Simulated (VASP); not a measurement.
A VASP calculation is set up with these files.

**KPOINTS**
```
Automatic mesh
0
Gamma
2 2 2
0 0 0
```

**INCAR**
```
SYSTEM = Zr
PREC = Accurate
ENCUT = 400
EDIFF = 1E-6
NELM = 25
ALGO = VeryFast
LREAL = .FALSE.
LASPH = .TRUE.
ISMEAR = 1
SIGMA = 0.1
GGA = PE
LMAXMIX = 4
LWAVE = .FALSE.
LCHARG = .FALSE.
ISIF = 2
HFSCREEN = 0.2
AEXX = 0.25
LHFCALC = .TRUE.
PRECFOCK = Fast
ISYM = 3
```

**POSCAR**
```
Zr
1
    1.6150000000    -2.7972620000     0.0000000000
    1.6150000000     2.7972620000     0.0000000000
    0.0000000000     0.0000000000     5.1500000000
Zr
2
Direct
  0.3333330000   0.6666670000   0.2500000000
  0.6666670000   0.3333330000   0.7500000000
```

POTCAR, in this order: Zr_sv (PBE.64 set). Program: vasp_std.

Question: Does this input run properly? What does VASP do?

Answer: There is a fault: a hybrid functional was run with ALGO = VeryFast. Convergence was not reached. Against the sound run, the energy per atom (σ→0) goes up by 64.070 eV/atom; the pressure drops by 124.20 GPa.

**standard output**
```
 POSCAR found type information on POSCAR Zr
 POSCAR found :  1 types and       2 ions
 Reading from existing POTCAR
 Reading from existing POTCAR
 LDA part: xc-table for (Slater+PW92), standard interpolation
 POSCAR, INCAR and KPOINTS ok, starting setup
 WAVECAR not read
 entering main loop
       N       E                     dE             d eps       ncg     rms          rms(c)
RMM:   1    -0.112576742728E+04   -0.11258E+04   -0.95627E+03    64   0.106E+03
RMM:   2    -0.136108581471E+04   -0.23532E+03   -0.31276E+03    64   0.320E+02
RMM:   3    -0.137476460350E+04   -0.13679E+02   -0.60017E+02    64   0.161E+02
RMM:   4    -0.137807614908E+04   -0.33115E+01   -0.10318E+02    64   0.676E+01
RMM:   5    -0.138172653805E+04   -0.36504E+01   -0.53395E+01    64   0.457E+01
RMM:   6    -0.138295182421E+04   -0.12253E+01   -0.19466E+01    64   0.330E+01
RMM:   7    -0.138290913137E+04    0.42693E-01   -0.31500E+01    64   0.321E+01
RMM:   8    -0.138631207023E+04   -0.34029E+01   -0.42154E+01    64   0.291E+01
RMM:   9    -0.138367186438E+04    0.26402E+01   -0.45683E+01   218   0.384E+01
RMM:  10    -0.138676204062E+04   -0.30902E+01   -0.14479E+01   217   0.165E+01
RMM:  11    -0.138664431249E+04    0.11773E+00   -0.37161E+00   213   0.116E+01
RMM:  12    -0.138664359399E+04    0.71850E-03   -0.13150E+00   213   0.106E+01    0.107E+01
RMM:  13     0.106669086179E+03    0.14933E+04   -0.24093E+01   232   0.427E+01    0.197E+01
RMM:  14     0.105593697392E+03   -0.10754E+01   -0.21684E+00   197   0.163E+01    0.776E+00
RMM:  15     0.106294784110E+03    0.70109E+00   -0.18023E+00   196   0.120E+01    0.187E+00
RMM:  16     0.106642586660E+03    0.34780E+00   -0.76251E-01   194   0.980E+00    0.869E-01
RMM:  17     0.106764974323E+03    0.12239E+00   -0.65621E-01   197   0.929E+00    0.215E-01
RMM:  18     0.106830097565E+03    0.65123E-01   -0.49891E-01   201   0.880E+00    0.237E-01
RMM:  19     0.106883456930E+03    0.53359E-01   -0.47727E-01   204   0.892E+00    0.205E-01
RMM:  20     0.106907932061E+03    0.24475E-01   -0.44713E-01   206   0.863E+00    0.208E-01
RMM:  21     0.106950799725E+03    0.42868E-01   -0.43603E-01   205   0.888E+00    0.114E-01
RMM:  22     0.106968010199E+03    0.17210E-01   -0.43116E-01   205   0.862E+00    0.142E-01
RMM:  23     0.107007525635E+03    0.39515E-01   -0.45112E-01   209   0.894E+00    0.888E-02
RMM:  24     0.107014678406E+03    0.71528E-02   -0.43416E-01   212   0.873E+00    0.133E-01
RMM:  25     0.107041948315E+03    0.27270E-01   -0.47368E-01   215   0.905E+00

 -----------------------------------------------------------------------------
|                                                                             |
|           W    W    AA    RRRRR   N    N  II  N    N   GGGG   !!!           |
|           W    W   A  A   R    R  NN   N  II  NN   N  G    G  !!!           |
|           W    W  A    A  R    R  N N  N  II  N N  N  G       !!!           |
|           W WW W  AAAAAA  RRRRR   N  N N  II  N  N N  G  GGG   !            |
|           WW  WW  A    A  R   R   N   NN  II  N   NN  G    G                |
|           W    W  A    A  R    R  N    N  II  N    N   GGGG   !!!           |
|                                                                             |
|     The electronic self-consistency was not achieved in the given           |
|     number of steps (NELM). The forces and other quantities evaluated       |
|     might not be reliable so examine the results carefully. If you find     |
|     spurious results, we suggest increasing NELM, if you were close to      |
|     convergence or switching to a different ALGO or adjusting the           |
|     density mixing parameters otherwise.                                    |
|                                                                             |
 -----------------------------------------------------------------------------

   1 F= 0.10704195E+03 E0= 0.10704567E+03  d E =-.111681E-01
```

File OUTCAR:
```
------------------------ aborting loop EDIFF was not reached (unconverged)  ----------------------------
  FORCE on cell =-STRESS in cart. coord.  units (eV):
  Direction    XX          YY          ZZ          XY          YZ          ZX
  --------------------------------------------------------------------------------------
  Total      -41.0944225    -41.0944209    -32.9338457      0.0000000      0.0000000      0.0000000
  in kB    -1414.9808668  -1414.9808119  -1133.9923685      0.0000000      0.0000000      0.0000000
  external PRESSURE =   -1321.3180157 kB  Pullay stress =       0.0000000 kB
  volume of cell :       46.53
      direct lattice vectors                 reciprocal lattice vectors
     1.615000000 -2.797262000  0.000000000     0.309597523 -0.178746217  0.000000000
     1.615000000  2.797262000  0.000000000     0.309597523  0.178746217  0.000000000
     0.000000000  0.000000000  5.150000000     0.000000000  0.000000000  0.194174757
 POSITION                                       TOTAL-FORCE (eV/Angst)
 -----------------------------------------------------------------------------------
      1.61500      0.93242      1.28750         0.000000      0.000000     -0.000000
      1.61500     -0.93242      3.86250        -0.000000     -0.000000      0.000000
 -----------------------------------------------------------------------------------
    total drift:                                0.010033      0.042743      0.059388
  FREE ENERGIE OF THE ION-ELECTRON SYSTEM (eV)
  ---------------------------------------------------
  free  energy   TOTEN  =       107.0419483148 eV

  energy  without entropy=      107.0531164158  energy(sigma->0) =      107.04567102

  exchange ACFDT corr.  =        -0.06605060  see jH, gK, PRB 81, 115126
```
(Selected blocks of OUTCAR.)

To mend it, set ALGO = Normal.

The mended run (HSE06 screened hybrid, plane waves, VASP's PBE PAW potentials (set 64)) converges, and its OSZICAR ends with
```
   1 F= -.21096796E+02 E0= -.21093764E+02  d E =-.909771E-02
```

The compound is Zr in the hcp structure. The cell was not relaxed at this level.
